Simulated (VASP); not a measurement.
# 2H-WS2 monolayer and its bilayer

Aim: relax 2H-WS2 monolayer, place its levels against the vacuum, then find how two sheets stack and bind.

Program: VASP 6.6.1. Level of theory: r2SCAN with rVV10, no spin polarisation; plane waves and PAW (W, S), in the first sound run; inputs show where later runs differ. Results are calculated unless marked as measured.

## (1) Starting point

The cell holds 3 atoms: 1 W and 2 S. Its edges and angles: a = 3.180 Å, b = 3.180 Å, c = 22.000 Å, α = 90.0°, β = 90.0°, γ = 120.0°. Vacuum lies along c.

## (2) Relaxing the monolayer

The sheet's cell relaxes in its plane with the atoms, while the vacuum is kept.

Contents of INCAR:

```
SYSTEM = WS2
PREC = Normal
ENCUT = 350
EDIFF = 1E-06
NELM = 120
ISMEAR = 0
SIGMA = 0.03
LREAL = .FALSE.
ALGO = Normal
METAGGA = R2SCAN
LUSE_VDW = .TRUE.
IVDW_NL = 2
BPARAM = 11.95
CPARAM = 0.0093
LASPH = .TRUE.
NBANDS = 15
LORBIT = 11
LWAVE = .FALSE.
LCHARG = .FALSE.
KPAR = 4
IBRION = 2
NSW = 50
ISIF = 3
EDIFFG = -0.015
POTIM = 0.4
IDIPOL = 3
LDIPOL = .TRUE.
DIPOL = 0.5 0.5 0.5
LATTICE_CONSTRAINTS = .TRUE. .TRUE. .FALSE.
```

Contents of POSCAR:

```
WS2
1.0
    3.1800000000      0.0000000000      0.0000000000
   -1.5900000000      2.7539607840      0.0000000000
    0.0000000000      0.0000000000     22.0000000000
W S
1 2
Direct
    0.3333333333      0.6666666667      0.5000000000
    0.6666666667      0.3333333333      0.4288636364
    0.6666666667      0.3333333333      0.5711363636
```

Contents of KPOINTS:

```
Automatic mesh
0
Gamma
12 12 1
0 0 0
```

PAW data sets: W and S (PBE family, release 64).

Command:

```sh
> mpirun -np 4 vasp_std
```

Output:

```text
[banner, memory and clock lines left out]
running    4 mpi-ranks, on    1 nodes
 distrk:  each k-point on    1 cores,    4 groups
 distr:  one band on    1 cores,    1 groups

 POSCAR found type information on POSCAR W S
 POSCAR found :  2 types and       3 ions
|                                                                             |
|               ----> ADVICE to this user running VASP <----                  |
|                                                                             |
|     You have switched on vdW-DFT.                                           |
|     This routine was written and supplied by Jiri Klimes. We recommend      |
|     that you carefully read and cite the following publications:            |
|       J. Klimes, D.R. Bowler, A. Michelides                                 |
|          J. Phys.: Cond Matt. 22 022201 (2010)                              |
|       J. Klimes, D.R. Bowler, A. Michelides                                 |
|          Phys. Rev. B. 83, 195131 (2011)                                    |
|     and references therein.                                                 |
|                                                                             |

|                                                                             |
|               ----> ADVICE to this user running VASP <----                  |
|                                                                             |
|     You enforced a specific xc type in the INCAR file but a different       |
|     [... a line on the potential file left out ...]
|     I HOPE YOU KNOW WHAT YOU ARE DOING!                                     |
|                                                                             |

 LDA part: xc-table for (None), standard interpolation
 POSCAR, INCAR and KPOINTS ok, starting setup
 FFT: planning ... GRIDC
 FFT: planning ... GRID_SOFT
 FFT: planning ... GRID
 WAVECAR not read
 entering main loop
       N       E                     dE             d eps       ncg     rms          rms(c)
Total rVV10 correction in eV:      0.5126732    23.6031899
Total rVV10 correction in eV:      0.5126732    23.6031899
Total rVV10 correction in eV:      0.5126732    23.6031899
Total rVV10 correction in eV:      0.5126732    23.6031899
DAV:   1     0.609480915997E+02    0.60948E+02   -0.52137E+03   578   0.652E+02
DAV:   2    -0.607716549326E+02   -0.12172E+03   -0.11537E+03   911   0.163E+02
DAV:   3    -0.728309155613E+02   -0.12059E+02   -0.11954E+02   815   0.615E+01
DAV:   4    -0.730433988845E+02   -0.21248E+00   -0.21143E+00   696   0.980E+00
DAV:   5    -0.730492979864E+02   -0.58991E-02   -0.58978E-02   788   0.154E+00    0.262E+01
Total rVV10 correction in eV:      0.5143761    23.6042413
Total rVV10 correction in eV:      0.5143761    23.6042413
Total rVV10 correction in eV:      0.5143761    23.6042413
Total rVV10 correction in eV:      0.5143761    23.6042413
DAV:   6    -0.697227447977E+02    0.33266E+01   -0.37556E+00   773   0.142E+01    0.132E+01
Total rVV10 correction in eV:      0.5090381    23.6052992
Total rVV10 correction in eV:      0.5090381    23.6052992
Total rVV10 correction in eV:      0.5090381    23.6052992
Total rVV10 correction in eV:      0.5090381    23.6052992
DAV:   7    -0.696722347393E+02    0.50510E-01   -0.10846E+00   759   0.915E+00    0.678E+00
Total rVV10 correction in eV:      0.5111112    23.6052641
Total rVV10 correction in eV:      0.5111112    23.6052641
Total rVV10 correction in eV:      0.5111112    23.6052641
Total rVV10 correction in eV:      0.5111112    23.6052641
DAV:   8    -0.696076285135E+02    0.64606E-01   -0.19541E-01   773   0.369E+00    0.539E-01
Total rVV10 correction in eV:      0.5129593    23.6049990
Total rVV10 correction in eV:      0.5129593    23.6049990
Total rVV10 correction in eV:      0.5129593    23.6049990
Total rVV10 correction in eV:      0.5129593    23.6049990
DAV:   9    -0.696092836523E+02   -0.16551E-02   -0.25066E-02   745   0.122E+00    0.442E-01
Total rVV10 correction in eV:      0.5143742    23.6048733
Total rVV10 correction in eV:      0.5143742    23.6048733
Total rVV10 correction in eV:      0.5143742    23.6048733
Total rVV10 correction in eV:      0.5143742    23.6048733
DAV:  10    -0.696100691220E+02   -0.78547E-03   -0.63166E-03   718   0.526E-01    0.232E-01
Total rVV10 correction in eV:      0.5147337    23.6047760
Total rVV10 correction in eV:      0.5147337    23.6047760
Total rVV10 correction in eV:      0.5147337    23.6047760
Total rVV10 correction in eV:      0.5147337    23.6047760
DAV:  11    -0.696104654492E+02   -0.39633E-03   -0.39457E-04   773   0.148E-01    0.222E-01
Total rVV10 correction in eV:      0.5160205    23.6044685
Total rVV10 correction in eV:      0.5160205    23.6044685
Total rVV10 correction in eV:      0.5160205    23.6044685
Total rVV10 correction in eV:      0.5160205    23.6044685
DAV:  12    -0.696114196468E+02   -0.95420E-03   -0.50210E-04   682   0.157E-01    0.855E-02
Total rVV10 correction in eV:      0.5160044    23.6044116
Total rVV10 correction in eV:      0.5160044    23.6044116
Total rVV10 correction in eV:      0.5160044    23.6044116
Total rVV10 correction in eV:      0.5160044    23.6044116
DAV:  13    -0.696114221047E+02   -0.24579E-05   -0.67107E-05   745   0.579E-02    0.261E-02
Total rVV10 correction in eV:      0.5169725    23.6038945
Total rVV10 correction in eV:      0.5169725    23.6038945
Total rVV10 correction in eV:      0.5169725    23.6038945
Total rVV10 correction in eV:      0.5169725    23.6038945
DAV:  14    -0.696120317264E+02   -0.60962E-03   -0.34243E-04   647   0.111E-01    0.489E-02
Total rVV10 correction in eV:      0.5171804    23.6037141
Total rVV10 correction in eV:      0.5171804    23.6037141
Total rVV10 correction in eV:      0.5171804    23.6037141
Total rVV10 correction in eV:      0.5171804    23.6037141
DAV:  15    -0.696121700805E+02   -0.13835E-03   -0.23972E-05   703   0.349E-02    0.359E-02
Total rVV10 correction in eV:      0.5173858    23.6034906
Total rVV10 correction in eV:      0.5173858    23.6034906
Total rVV10 correction in eV:      0.5173858    23.6034906
Total rVV10 correction in eV:      0.5173858    23.6034906
DAV:  16    -0.696123333566E+02   -0.16328E-03   -0.37307E-05   612   0.391E-02    0.119E-02
Total rVV10 correction in eV:      0.5174977    23.6033080
Total rVV10 correction in eV:      0.5174977    23.6033080
Total rVV10 correction in eV:      0.5174977    23.6033080
Total rVV10 correction in eV:      0.5174977    23.6033080
DAV:  17    -0.696124516986E+02   -0.11834E-03   -0.52510E-05   682   0.407E-02    0.876E-03
Total rVV10 correction in eV:      0.5175154    23.6032416
[...]
Total rVV10 correction in eV:      0.5127857    23.6032988
Total rVV10 correction in eV:      0.5127857    23.6032988
Total rVV10 correction in eV:      0.5127857    23.6032988
Total rVV10 correction in eV:      0.5127857    23.6032988
DAV:   5    -0.696128890621E+02   -0.33532E-04   -0.20387E-04   739   0.116E-01    0.191E-01
Total rVV10 correction in eV:      0.5127794    23.6032852
Total rVV10 correction in eV:      0.5127794    23.6032852
Total rVV10 correction in eV:      0.5127794    23.6032852
Total rVV10 correction in eV:      0.5127794    23.6032852
DAV:   6    -0.696129034983E+02   -0.14436E-04   -0.22484E-05   703   0.420E-02    0.125E-01
Total rVV10 correction in eV:      0.5127697    23.6032609
Total rVV10 correction in eV:      0.5127697    23.6032609
Total rVV10 correction in eV:      0.5127697    23.6032609
Total rVV10 correction in eV:      0.5127697    23.6032609
DAV:   7    -0.696129276864E+02   -0.24188E-04   -0.26028E-05   682   0.333E-02    0.362E-02
Total rVV10 correction in eV:      0.5127762    23.6032529
Total rVV10 correction in eV:      0.5127762    23.6032529
Total rVV10 correction in eV:      0.5127762    23.6032529
Total rVV10 correction in eV:      0.5127762    23.6032529
DAV:   8    -0.696129342550E+02   -0.65685E-05   -0.15808E-06   680   0.101E-02    0.186E-02
Total rVV10 correction in eV:      0.5127858    23.6032413
Total rVV10 correction in eV:      0.5127858    23.6032413
Total rVV10 correction in eV:      0.5127858    23.6032413
Total rVV10 correction in eV:      0.5127858    23.6032413
DAV:   9    -0.696129400998E+02   -0.58448E-05   -0.50501E-07   544   0.602E-03    0.508E-03
Total rVV10 correction in eV:      0.5127880    23.6032322
Total rVV10 correction in eV:      0.5127880    23.6032322
Total rVV10 correction in eV:      0.5127880    23.6032322
Total rVV10 correction in eV:      0.5127880    23.6032322
DAV:  10    -0.696129458295E+02   -0.57297E-05   -0.34425E-07   579   0.476E-03    0.321E-03
Total rVV10 correction in eV:      0.5127994    23.6032117
Total rVV10 correction in eV:      0.5127994    23.6032117
Total rVV10 correction in eV:      0.5127994    23.6032117
Total rVV10 correction in eV:      0.5127994    23.6032117
DAV:  11    -0.696129539035E+02   -0.80740E-05   -0.85524E-07   612   0.650E-03    0.317E-03
Total rVV10 correction in eV:      0.5128026    23.6032027
Total rVV10 correction in eV:      0.5128026    23.6032027
Total rVV10 correction in eV:      0.5128026    23.6032027
Total rVV10 correction in eV:      0.5128026    23.6032027
DAV:  12    -0.696129597799E+02   -0.58764E-05   -0.37225E-07   600   0.535E-03    0.277E-03
Total rVV10 correction in eV:      0.5128054    23.6031952
Total rVV10 correction in eV:      0.5128054    23.6031952
Total rVV10 correction in eV:      0.5128054    23.6031952
Total rVV10 correction in eV:      0.5128054    23.6031952
DAV:  13    -0.696129601921E+02   -0.41217E-06   -0.31979E-07   580   0.400E-03
Total rVV10 correction in eV:      0.5128047    23.6031896
Total rVV10 correction in eV:      0.5128047    23.6031896
Total rVV10 correction in eV:      0.5128047    23.6031896
Total rVV10 correction in eV:      0.5128047    23.6031896
Total rVV10 correction in eV:      0.5128053    23.6031932
Total rVV10 correction in eV:      0.5128053    23.6031932
Total rVV10 correction in eV:      0.5128053    23.6031932
Total rVV10 correction in eV:      0.5128053    23.6031932
   2 F= -.69612960E+02 E0= -.69612960E+02  d E =-.441509E-03
 trial-energy change:   -0.000442  1 .order   -0.000224   -0.014371    0.013924
 step:   0.5194(harm=  0.5079)  dis= 0.00335  next Energy=   -69.616282 (dE=-0.376E-02)
 bond charge predicted
       N       E                     dE             d eps       ncg     rms          rms(c)
Total rVV10 correction in eV:      0.5133580    23.6031927
Total rVV10 correction in eV:      0.5133580    23.6031927
Total rVV10 correction in eV:      0.5133580    23.6031927
Total rVV10 correction in eV:      0.5133580    23.6031927
DAV:   1    -0.696184953888E+02   -0.55356E-02   -0.15013E-01   598   0.248E+00    0.545E-01
Total rVV10 correction in eV:      0.5143142    23.6032043
Total rVV10 correction in eV:      0.5143142    23.6032043
Total rVV10 correction in eV:      0.5143142    23.6032043
Total rVV10 correction in eV:      0.5143142    23.6032043
DAV:   2    -0.696170475067E+02    0.14479E-02   -0.92211E-03   766   0.853E-01    0.586E-01
Total rVV10 correction in eV:      0.5144282    23.6031976
Total rVV10 correction in eV:      0.5144282    23.6031976
Total rVV10 correction in eV:      0.5144282    23.6031976
Total rVV10 correction in eV:      0.5144282    23.6031976
DAV:   3    -0.696168061308E+02    0.24138E-03   -0.56869E-04   661   0.184E-01    0.457E-01
Total rVV10 correction in eV:      0.5149849    23.6031910
Total rVV10 correction in eV:      0.5149849    23.6031910
Total rVV10 correction in eV:      0.5149849    23.6031910
Total rVV10 correction in eV:      0.5149849    23.6031910
DAV:   4    -0.696163180835E+02    0.48805E-03   -0.97697E-04   703   0.195E-01    0.103E-01
Total rVV10 correction in eV:      0.5150708    23.6031964
Total rVV10 correction in eV:      0.5150708    23.6031964
Total rVV10 correction in eV:      0.5150708    23.6031964
Total rVV10 correction in eV:      0.5150708    23.6031964
DAV:   5    -0.696163038772E+02    0.14206E-04   -0.47181E-05   620   0.526E-02    0.937E-02
Total rVV10 correction in eV:      0.5150741    23.6032006
Total rVV10 correction in eV:      0.5150741    23.6032006
Total rVV10 correction in eV:      0.5150741    23.6032006
Total rVV10 correction in eV:      0.5150741    23.6032006
DAV:   6    -0.696162981311E+02    0.57460E-05   -0.52235E-06   787   0.204E-02    0.580E-02
Total rVV10 correction in eV:      0.5150762    23.6032068
Total rVV10 correction in eV:      0.5150762    23.6032068
Total rVV10 correction in eV:      0.5150762    23.6032068
Total rVV10 correction in eV:      0.5150762    23.6032068
DAV:   7    -0.696162878308E+02    0.10300E-04   -0.54550E-06   696   0.165E-02    0.178E-02
Total rVV10 correction in eV:      0.5150712    23.6032074
Total rVV10 correction in eV:      0.5150712    23.6032074
Total rVV10 correction in eV:      0.5150712    23.6032074
Total rVV10 correction in eV:      0.5150712    23.6032074
DAV:   8    -0.696162889899E+02   -0.11591E-05   -0.40412E-07   579   0.559E-03    0.692E-03
Total rVV10 correction in eV:      0.5150696    23.6032060
Total rVV10 correction in eV:      0.5150696    23.6032060
Total rVV10 correction in eV:      0.5150696    23.6032060
Total rVV10 correction in eV:      0.5150696    23.6032060
DAV:   9    -0.696162905055E+02   -0.15156E-05   -0.21576E-07   586   0.404E-03    0.259E-03
Total rVV10 correction in eV:      0.5150680    23.6032034
Total rVV10 correction in eV:      0.5150680    23.6032034
Total rVV10 correction in eV:      0.5150680    23.6032034
Total rVV10 correction in eV:      0.5150680    23.6032034
DAV:  10    -0.696162926565E+02   -0.21509E-05   -0.18531E-07   607   0.390E-03    0.103E-03
Total rVV10 correction in eV:      0.5150675    23.6032013
Total rVV10 correction in eV:      0.5150675    23.6032013
Total rVV10 correction in eV:      0.5150675    23.6032013
Total rVV10 correction in eV:      0.5150675    23.6032013
DAV:  11    -0.696162934751E+02   -0.81866E-06   -0.94563E-08   607   0.290E-03
Total rVV10 correction in eV:      0.5150629    23.6031900
Total rVV10 correction in eV:      0.5150629    23.6031900
Total rVV10 correction in eV:      0.5150629    23.6031900
Total rVV10 correction in eV:      0.5150629    23.6031900
Total rVV10 correction in eV:      0.5150639    23.6031950
Total rVV10 correction in eV:      0.5150639    23.6031950
Total rVV10 correction in eV:      0.5150639    23.6031950
Total rVV10 correction in eV:      0.5150639    23.6031950
   3 F= -.69616293E+02 E0= -.69616293E+02  d E =-.377479E-02
 curvature:  -0.25 expect dE=-0.237E-05 dE for cont linesearch -0.195E-06
 trial: gam= 0.00796 g(F)=  0.922E-05 g(S)=  0.105E-06 ort =-0.105E-03 (trialstep = 0.904E+00)
 search vector abs. value=  0.857E-05
 reached required accuracy - stopping structural energy minimisation
```

It took 3.8 min on 4 MPI ranks of Intel Xeon Platinum 8488C (Sapphire Rapids), shared host; peak memory 1.2 GiB; 15 min of CPU time.

The logs omit lines about the potential files and the build; timing stands in the text.

(Part 1 of 9 ends here.)

[Lines on the potential files, build, host, timing and source positions are cut from VASP's logs without a mark.]

[Logs are printed without paths, hosts, clocks, repeated set-up lines and the standing remarks that a program may print on its own settings, such as how far it seeks lower states.]

[Hosts, paths, dates, database ids (printed as entryN), source tags and the programs' standing remarks are cut or masked in the printed files.]

[Runs that stopped without an error message from VASP are left out.]
